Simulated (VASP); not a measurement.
VASP ran on this input.

**INCAR**
```
! general
SYSTEM   =MnO
PREC     =Accurate
ENCUT    =520
LREAL    =.FALSE.
LASPH    =.TRUE.

! electronic loop
EDIFF    =1E-6
NELM     =100
ALGO     =Normal
LMAXMIX  =4

! smearing
ISMEAR   =0
SIGMA    =0.05

! functional
GGA      =PE

! spin
ISPIN    =2
MAGMOM   =5.0 -5.0 2*0.0

! DFT+U
LDAU     =.TRUE.
LDAUTYPE =2
LDAUL    =2 -1
LDAUU    =3.9 0
LDAUJ    =0 0
LDAUPRINT=1

! ions
IBRION   =2
NSW      =60
ISIF     =3
EDIFFG   =-0.02

! output
LWAVE    =.FALSE.
LCHARG   =.FALSE.
LORBIT   =10
```

### POSCAR
```
MnO
1
    4.4855870590     2.2315336705     2.2315336705
    2.2315336705     4.4855870590     2.2315336705
    2.2315336705     2.2315336705     4.4855870590
Mn O
2 2
Direct
  0.0000000000   0.0000000000   0.0000000000
  0.5000000000   0.5000000000   0.5000000000
  0.2500000000   0.2500000000   0.2500000000
  0.7500000000   0.7500000000   0.7500000000
```

KPOINTS:
```
kpoints
0
G
  7 7 7
```

POTCAR, in this order: Mn_pv O (PBE.64 set). Program: vasp_std.

**Question.** Write an equivalent input for Ansatz.

**Answer.** One equivalent input (not run):
Ansatz 0.2 input:
```yaml
crystal:
  lattice:
    - [4.4855871, 2.2315337, 2.2315337]
    - [2.2315337, 4.4855871, 2.2315337]
    - [2.2315337, 2.2315337, 4.4855871]
  atoms:
    - { symbol: Mn, position: [0.0000000, 0.0000000, 0.0000000], spin: 5 }
    - { symbol: Mn, position: [0.5000000, 0.5000000, 0.5000000], spin: -5 }
    - { symbol: O, position: [0.2500000, 0.2500000, 0.2500000] }
    - { symbol: O, position: [0.7500000, 0.7500000, 0.7500000] }
kpoints:
  mp_grid: { grid: [7, 7, 7] }
hamiltonian:
  xc: pbe
  pseudopotentials: { kind: paw }
  hubbard:
    sites:
      - { species: Mn, l: d, u_eff: 3.9 }
magnetization: { spin_polarized: true }
scf:
  occupations: { method: gaussian, width: 0.05 }
  max_iter: 100
relax:
  max_steps: 60
  f_tol: 0.02
  cell: {}
output: { forces: true, stress: true, eigenvalues: true }
```
What does not carry over: each code has its own PAW files, so the cut-off isn't converted (ENCUT is set for VASP's; basis.ecutwfc is left out, and Ansatz then takes the one that its files recommend); Ansatz stops its SCF on the density residual and VASP on the energy change (EDIFF); the +U projectors differ, so the same U acts differently.

The compound is MnO in the rock salt, AFM-II order structure. This run relaxes it. Symmetry was kept, so distortions that lower it aren't found. The start is the result of an earlier pass.
